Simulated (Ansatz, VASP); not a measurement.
**Si57O97 (amorphous SiO1.7) in two plane-wave programs**

Aim: how closely do two programs agree when they are given the same cell, functional and k mesh? Of the first pair: The structure shown is the start of the Ansatz relaxation below; VASP solves that cell, so the two are compared at the walk's first step.

Program: Ansatz 0.2.0. Level of theory: plane waves, with VASP 6.6.1 beside it; single point at PBE. Results are calculated unless marked as measured.

## Step 1: Set-up

The cell holds 154 atoms: 57 Si and 97 O. Its edges and angles: a = 13.002 Å, b = 13.256 Å, c = 12.967 Å, α = 89.1°, β = 90.3°, γ = 89.2°. As first built, before any earlier steps moved the atoms (in the runner's words): 154 atoms (57 Si, 97 O) placed at random at 2.22 g/cm^3, melted at 5000 K for 10 ps at fixed volume with the Tersoff Si-O potential (Munetoh et al., Comput. Mater. Sci. 39, 334 (2007)). Quenched from 5000 K to 100 K at 30 K/ps and fixed volume, held 5 ps.

## Step 2: Ansatz: relaxation, PBE

Ansatz runs on its PAW soft_1 files.

The two programs are compared at the cell with which this relaxation starts, whose forces are those of its first step.

The input, input.yaml:

```yaml
crystal:
  lattice:
    - [13.00157, 0.08666, -0.03561]
    - [0.08579, 13.25498, 0.10092]
    - [-0.03525, 0.10092, 12.96616]
  atoms:
    - { symbol: Si, position: [0.1822, 0.22914, 0.9151] }
    - { symbol: Si, position: [0.88878, 0.22939, 0.75231] }
    - { symbol: Si, position: [0.75203, 0.01368, 0.1485] }
    - { symbol: Si, position: [0.93575, 0.59332, 0.52899] }
    - { symbol: Si, position: [0.54348, 0.16863, 0.62175] }
    - { symbol: Si, position: [0.02973, 0.16712, 0.09259] }
    - { symbol: Si, position: [0.21237, 0.53366, 0.16993] }
    - { symbol: Si, position: [0.31897, 0.08794, 0.07487] }
    - { symbol: Si, position: [0.74736, 0.90557, 0.35756] }
    - { symbol: Si, position: [0.32864, 0.41946, 0.86575] }
    - { symbol: Si, position: [0.74151, 0.07176, 0.52556] }
    - { symbol: Si, position: [0.0799, 0.60838, 0.34808] }
    - { symbol: Si, position: [0.48067, 0.37459, 0.28404] }
    - { symbol: Si, position: [0.56439, 0.40607, 0.82404] }
    - { symbol: Si, position: [0.64912, 0.32835, 0.128] }
    - { symbol: Si, position: [0.3643, 0.9063, 0.83876] }
    - { symbol: Si, position: [0.50046, 0.96884, 0.29458] }
    - { symbol: Si, position: [0.04804, 0.35483, 0.86909] }
    - { symbol: Si, position: [0.73749, 0.07806, 0.83737] }
    - { symbol: Si, position: [0.92933, 0.14755, 0.41811] }
    - { symbol: Si, position: [0.01873, 0.63724, 0.12626] }
    - { symbol: Si, position: [0.57838, 0.59918, 0.71871] }
    - { symbol: Si, position: [0.93999, 0.38068, 0.57362] }
    - { symbol: Si, position: [0.279, 0.9122, 0.07007] }
    - { symbol: Si, position: [0.08815, 0.13035, 0.70868] }
    - { symbol: Si, position: [0.52472, 0.06057, 0.86546] }
    - { symbol: Si, position: [0.39444, 0.40016, 0.6432] }
    - { symbol: Si, position: [0.22729, 0.53475, 0.49015] }
    - { symbol: Si, position: [0.84841, 0.21674, 0.21169] }
    - { symbol: Si, position: [0.40997, 0.6703, 0.561] }
[... 118 atom lines left out ...]
    - { symbol: O, position: [0.42398, 0.87624, 0.33258] }
    - { symbol: O, position: [0.38441, 0.68106, 0.30417] }
    - { symbol: O, position: [0.15917, 0.15021, 0.80982] }
    - { symbol: O, position: [0.86553, 0.85814, 0.38026] }
    - { symbol: O, position: [0.05668, 0.3395, 0.55193] }
    - { symbol: O, position: [0.77124, 0.803, 0.59397] }
kpoints:
  mp_grid: { grid: [1, 1, 1] }
hamiltonian:
  xc: pbe
  pseudopotentials: { kind: paw, azcp: { folder: soft_1 } }
scf:
  occupations: { method: gaussian, width: 0.025 }
output:
  forces: true
  eigenvalues: true
  stress: true
relax:
  f_tol: 0.05
  max_steps: 70
```

Run with:

```bash
> ansatz run input.yaml --threads 4 --pin off --max-ram 15872MiB --backend cpu --events-out ev --progress --plain --runs-dir out
```

Numbers of over 12 decimals in the logs are rounded to 6 here.

What it wrote:

```text
Warning: output.stress: scf.convergence.dr2_threshold = 1e-7 eV (the SCF's general default) is looser than the 1.08e-8 eV advised for a printed stress (1e-10 eV for each atom of the cell: 154, of which 108 are counted). What an SCF threshold leaves in a stress goes as its square root, and in the free energy as the threshold itself, and one threshold admits the most on a small cell: [figures from the program's tests c [...]
Engine: ansatz 0.2.0, aarch64-unknown-linux-gnu
Pseudopotentials: kind: paw
Pseudopotential: Si, paw, valence charge 4, recommended cutoff 420 eV (normal), soft_1/Si.paw.azcp
Pseudopotential: O, paw, valence charge 6, recommended cutoff 420 eV (normal), soft_1/O.paw.azcp
Functional definition: PBE
  parameter kappa = 0.804
  parameter beta = 0.066725
  exchange = pbe_x(kappa = kappa, mu = beta*pi^2/3)
  correlation = pbe_c(beta = beta)
Crystal: 154 atoms, lattice volume = 2234.284 Å³
Basis set: ecut = 420 eV, 43687 PW (Γ), exchange–correlation on 180×180×180 points (8 copies of the dense FFT grid, shifted against one another)
Bands: 559, of which v1, the nominal top of the filled ones, is band 405 counted from 1 (404 counted from 0)
Symmetry: 1 space group operations
Space group: P1 (ITA 1), of the structure as read, at distance tolerance 1.3e-4 Å
k-points: 1
Non-local potential: Si, projectors of the file, l = 0: 2, l = 1: 2, l = 2: 1
Non-local potential: O, projectors of the file, l = 0: 2, l = 1: 2, l = 2: 1
PAW form: soft (Blöchl's): semilocal exchange-correlation on the pseudo side does not see the compensation charge
PAW one-centre angular grid: Si, 110 points (default); XC on 64 Gauss nodes
PAW one-centre angular grid: O, 110 points (default); XC on 64 Gauss nodes
Initial density: superposition of atomic densities (chi_scale 0.1, normalization cell, long waves kept (reshape's long-wave potential 0.73 eV rms))
Initial wavefunctions: pseudopotential atomic-orbital guess
Functional: x = pbe(κ = 0.804, μ = 0.219515), c = pbe(β = 0.066725)
SCF iter   1: F=—  HF=-91481.861061 eV  |F-HF|=—  |Δ(HF+E_count)|=         —  Δρ=1.11e-1  dr2=2.68e2  ethr=3.10e-3  ⟨swp⟩=6.0  Hψ=2513  notcnv=0  defer=102
preconditioner: auto → Resta (q_TF=auto, 2.304 Å⁻¹)  ε∞=2.9  [insulator: Δε(μ)=1.706 eV  Ē_g=16.401 eV  σ=0.025 eV  W_gap=1.00  n_scr=460 (ndim 8)  ℏωp=22.4 eV  f_vac=0.108  D(μ)=0.00/eV (n_scr^D=0)  ε∞_Penn≈2.9]
SCF iter   2: F=—  HF=-91411.997788 eV  |F-HF|=—  |Δ(HF+E_count)|=    6.99e1  Δρ=4.09e-2  dr2=2.35e1  ethr=3.10e-3  ⟨swp⟩=3.0  Hψ=1358  notcnv=0  defer=148
SCF iter   3: F=—  HF=-91408.452109 eV  |F-HF|=—  |Δ(HF+E_count)|=    3.55e0  Δρ=1.95e-2  dr2=6.93e0  ethr=2.90e-3  ⟨swp⟩=3.0  Hψ=670  notcnv=0  defer=148
SCF iter   4: F=—  HF=-91408.013697 eV  |F-HF|=—  |Δ(HF+E_count)|=   4.38e-1  Δρ=7.56e-3  dr2=1.06e0  ethr=8.56e-4  ⟨swp⟩=3.0  Hψ=974  notcnv=0  defer=148
SCF iter   5: F=—  HF=-91407.846581 eV  |F-HF|=—  |Δ(HF+E_count)|=   1.67e-1  Δρ=1.93e-3  dr2=9.70e-2  ethr=1.31e-4  ⟨swp⟩=3.0  Hψ=1010  notcnv=0  defer=148
SCF iter   6: F=—  HF=-91407.889068 eV  |F-HF|=—  |Δ(HF+E_count)|=   4.25e-2  Δρ=1.06e-3  dr2=2.78e-2  ethr=1.20e-5  ⟨swp⟩=3.0  Hψ=773  notcnv=0  defer=148
SCF iter   7: F=—  HF=-91407.891354 eV  |F-HF|=—  |Δ(HF+E_count)|=   2.29e-3  Δρ=2.87e-4  dr2=2.85e-3  ethr=3.44e-6  ⟨swp⟩=2.0  Hψ=772  notcnv=0  defer=148
SCF iter   8: F=—  HF=-91407.893108 eV  |F-HF|=—  |Δ(HF+E_count)|=   1.75e-3  Δρ=1.35e-4  dr2=4.37e-4  ethr=3.52e-7  ⟨swp⟩=2.0  Hψ=891  notcnv=0  defer=148
SCF iter   9: F=—  HF=-91407.893191 eV  |F-HF|=—  |Δ(HF+E_count)|=   8.27e-5  Δρ=6.78e-5  dr2=9.53e-5  ethr=5.39e-8  ⟨swp⟩=2.0  Hψ=788  notcnv=0  defer=148
SCF iter  10: F=-91407.893189 eV  HF=-91407.893190 eV  |F-HF|=6.96e-7  |Δ(HF+E_count)|=   5.61e-7  Δρ=1.87e-5  dr2=9.59e-6  ethr=7.72e-9  ⟨swp⟩=18.0  Hψ=4223  notcnv=0
SCF 1 converged in 10 iterations: F = -91407.893189 eV  dr2 = 9.59e-6
  greatest PAW one-centre occupation: 0.870 electrons in one spin orbital (limit 2), on the O atom at site 126 (counted from 0), in its partial waves of l = 0
[...]
- { symbol: Si, position: [0.823443, 0.894144, 0.658996] }
    - { symbol: Si, position: [0.248770, 0.357183, 0.313689] }
    - { symbol: Si, position: [0.203157, 0.927502, 0.409509] }
    - { symbol: Si, position: [0.344939, 0.798163, 0.277786] }
    - { symbol: Si, position: [0.969548, 0.919177, 0.354982] }
    - { symbol: Si, position: [0.895486, 0.480868, 0.995359] }
    - { symbol: Si, position: [0.155385, 0.511187, 0.724961] }
    - { symbol: Si, position: [0.108426, 0.225621, 0.558235] }
    - { symbol: Si, position: [0.479809, 0.597904, 0.328775] }
    - { symbol: Si, position: [0.627551, 0.201083, 0.917052] }
    - { symbol: O, position: [0.969829, 0.764277, 0.779865] }
    - { symbol: O, position: [0.983524, 0.561339, 0.417021] }
    - { symbol: O, position: [0.488636, 0.739047, 0.492067] }
    - { symbol: O, position: [0.072922, 0.429238, 0.763688] }
    - { symbol: O, position: [0.265388, 0.141390, 0.975524] }
    - { symbol: O, position: [0.611122, 0.293656, 0.827358] }
    - { symbol: O, position: [0.873294, 0.384179, 0.464729] }
    - { symbol: O, position: [0.403553, 0.680034, 0.955733] }
    - { symbol: O, position: [0.026518, 0.752632, 0.085098] }
    - { symbol: O, position: [0.935629, 0.245268, 0.127260] }
    - { symbol: O, position: [0.260942, 0.495702, 0.792853] }
    - { symbol: O, position: [0.946195, 0.036588, 0.363443] }
    - { symbol: O, position: [0.675380, 0.447762, 0.109076] }
    - { symbol: O, position: [0.314014, 0.581461, 0.120559] }
    - { symbol: O, position: [0.842261, 0.142851, 0.506436] }
    - { symbol: O, position: [0.934750, 0.294895, 0.844603] }
    - { symbol: O, position: [0.553449, 0.649742, 0.824643] }
    - { symbol: O, position: [0.452385, 0.820831, 0.824015] }
    - { symbol: O, position: [0.636795, 0.264417, 0.025768] }
    - { symbol: O, position: [0.025447, 0.882432, 0.251659] }
    - { symbol: O, position: [0.739126, 0.924300, 0.234733] }
    - { symbol: O, position: [0.124017, 0.818233, 0.640476] }
    - { symbol: O, position: [0.367924, 0.476845, 0.966073] }
    - { symbol: O, position: [0.181545, 0.500580, 0.602573] }
[...]
- { symbol: O, position: [0.731100, 0.010176, 0.418672] }
    - { symbol: O, position: [0.816963, 0.625042, 0.506790] }
    - { symbol: O, position: [0.423498, 0.876351, 0.333171] }
    - { symbol: O, position: [0.383819, 0.680597, 0.303830] }
    - { symbol: O, position: [0.160604, 0.150058, 0.809393] }
    - { symbol: O, position: [0.865083, 0.857756, 0.382326] }
    - { symbol: O, position: [0.057253, 0.338985, 0.551587] }
    - { symbol: O, position: [0.771445, 0.803336, 0.592430] }
```

The column dr2 measures how far the density is from self-consistency, as an energy; F and HF (Harris–Foulkes) agree once it is small.

## Step 3: VASP: single point, PBE, start cell, pair 1

The same cell, functional, mesh and smearing now go to VASP, with its own data sets.

Lines of VASP's logs that name or quote its potential files are left out, and so is its time.

The input, INCAR:

```
SYSTEM = Si57O97
PREC = Accurate
ENCUT = 520
EDIFF = 1E-06
NELM = 120
ISMEAR = 0
SIGMA = 0.025
LREAL = Auto
ALGO = Normal
GGA = PE
NBANDS = 512
LORBIT = 11
LWAVE = .FALSE.
LCHARG = .FALSE.
ISIF = 2
LASPH = .TRUE.
GGA_COMPAT = .FALSE.
EFERMI = MIDGAP
```

The input, POSCAR:

```
Si57O97
1.0
   13.0015700000      0.0866600000     -0.0356100000
    0.0857900000     13.2549800000      0.1009200000
   -0.0352500000      0.1009200000     12.9661600000
Si O
57 97
Direct
    0.1822010232      0.2291409215      0.9151023338
    0.8887803293      0.2293896299      0.7523121314
    0.7520292543      0.0136810720      0.1485018747
    0.9357520710      0.5933183034      0.5289881081
    0.5434766876      0.1686275727      0.6217519536
    0.0297292100      0.1671205710      0.0925866139
    0.2123672205      0.5336595896      0.1699273702
    0.3189687921      0.0879369283      0.0748705772
    0.7473570515      0.9055727545      0.3575633019
    0.3286397080      0.4194610972      0.8657513748
    0.7415080990      0.0717618316      0.5255575204
    0.0798962718      0.6083787422      0.3480789627
    0.4806709012      0.3745897545      0.2840403861
    0.5643865131      0.4060683819      0.8240386809
    0.6491172342      0.3283467545      0.1280007581
    0.3643033027      0.9062994978      0.8387609821
    0.5004600822      0.9688435076      0.2945780167
    0.0480399603      0.3548272401      0.8690932040
    0.7374894392      0.0780598462      0.8373708329
    0.9293323920      0.1475496927      0.4181116700
    0.0187271058      0.6372423473      0.1262637801
    0.5783786691      0.5991819945      0.7187113700
    0.9399911929      0.3806833799      0.5736204489
    0.2789980522      0.9121967950      0.0700728836
    0.0881507858      0.1303465311      0.7086820213
    0.5247220840      0.0605723675      0.8654584233
    0.3944403018      0.4001594754      0.6432021450
    0.2272880310      0.5347527924      0.4901471581
    0.8484104497      0.2167421413      0.2116924578
    0.4099712602      0.6703031983      0.5610028010
[... 118 atom lines left out ...]
    0.4239834453      0.8762437786      0.3325786145
    0.3844069804      0.6810564894      0.3041730560
    0.1591699458      0.1502137058      0.8098163585
    0.8655327338      0.8581391330      0.3802604795
    0.0566800630      0.3395016057      0.5519333307
    0.7712413422      0.8029978660      0.5939711803
```

The input, KPOINTS:

```
Automatic mesh
0
Gamma
1 1 1
0 0 0
```

PAW data sets: Si and O (PBE family, release 64).

Run with:

```bash
> export OMP_NUM_THREADS=3
> mpirun -np 1 vasp_gam
```

What it wrote:

```text
[banner, memory and clock lines left out]
running    1 mpi-ranks, on    1 nodes
[...]
Offloading initialized ...    1 GPUs detected
[...]
LDA part: xc-table for (Slater+PW92), standard interpolation
 POSCAR, INCAR and KPOINTS ok, starting setup
[...]
entering main loop
       N       E                     dE             d eps       ncg     rms          rms(c)
DAV:   1     0.729273126819E+04    0.72927E+04   -0.47077E+05  1064   0.153E+03
DAV:   2    -0.619568561590E+03   -0.79123E+04   -0.76565E+04  1280   0.367E+02
DAV:   3    -0.129611867967E+04   -0.67655E+03   -0.67134E+03  1192   0.114E+02
DAV:   4    -0.131143781422E+04   -0.15319E+02   -0.15235E+02  1216   0.183E+01
[...]
DAV:  18    -0.115644339531E+04    0.16543E-05   -0.52233E-05  1208   0.137E-02    0.126E-02
DAV:  19    -0.115644339420E+04    0.11052E-05   -0.58339E-06  1160   0.669E-03    0.718E-03
DAV:  20    -0.115644339441E+04   -0.20316E-06   -0.37908E-06  1064   0.347E-03
   1 F= -.11564434E+04 E0= -.11564434E+04  d E =-.227884E-04
```

Parts of OUTCAR (step 3):

```text
  Total       43.8201725     10.0898458     10.1951762     -0.1590848     -0.0235354     -2.3274383
  in kB       31.4228985      7.2353024      7.3108336     -0.1140777     -0.0168770     -1.6689769
  external PRESSURE =      15.3230115 kB  Pullay stress =       0.0000000 kB

  FREE ENERGIE OF THE ION-ELECTRON SYSTEM (eV)
  ---------------------------------------------------
  free  energy   TOTEN  =     -1156.4433944073 eV

  energy  without entropy=    -1156.4433716189  energy(sigma->0) =    -1156.44338301

[... 3 further parts left out ...]
[key lines of the parts left out:]
E-fermi :   4.3131
```

The run ends at a pressure of 1.53 GPa, with forces up to 0.63 eV/Å.

## Step 4: Comparison

Known differences besides the potentials themselves: the cutoff is 420 eV in Ansatz and 520 eV in VASP (PREC = Accurate, projectors in real space). Total energies have different zeros and are not compared.

Forces on 9 of the 154 atoms, those with the largest forces and the largest differences (eV/Å; atoms numbered as in POSCAR):

| atom | Ansatz x, y, z | VASP x, y, z |
| --- | --- | --- |
| Si4 | 0.409, -0.113, 0.130 | 0.388, -0.086, 0.118 |
| Si16 | -0.128, 0.096, 0.067 | -0.207, 0.097, 0.040 |
| Si25 | 0.395, -0.044, -0.146 | 0.450, -0.073, -0.212 |
| Si32 | 0.556, 0.166, -0.065 | 0.570, 0.147, -0.099 |
| Si42 | 0.039, 0.051, 0.326 | 0.037, 0.035, 0.413 |
| Si49 | -0.442, 0.133, 0.032 | -0.466, 0.098, 0.071 |
| O108 | -0.552, -0.172, 0.019 | -0.596, -0.207, 0.044 |
| O110 | 0.402, 0.066, 0.145 | 0.425, 0.076, 0.150 |
| O126 | -0.402, -0.095, -0.060 | -0.458, -0.105, -0.035 |

The forces differ by 21 meV/Å r.m.s., which is 15.1 % of the r.m.s. force of 0.141 eV/Å (both taken over all components).

(Part 1 of 2 ends here.)

[Lines on the potential files, build, host, timing and source positions are cut from VASP's logs without a mark.]

[Logs are printed without paths, hosts, clocks, repeated set-up lines and the standing remarks that a program may print on its own settings, such as how far it seeks lower states.]

[Hosts, paths, dates, database ids (printed as entryN), source tags and the programs' standing remarks are cut or masked in the printed files.]
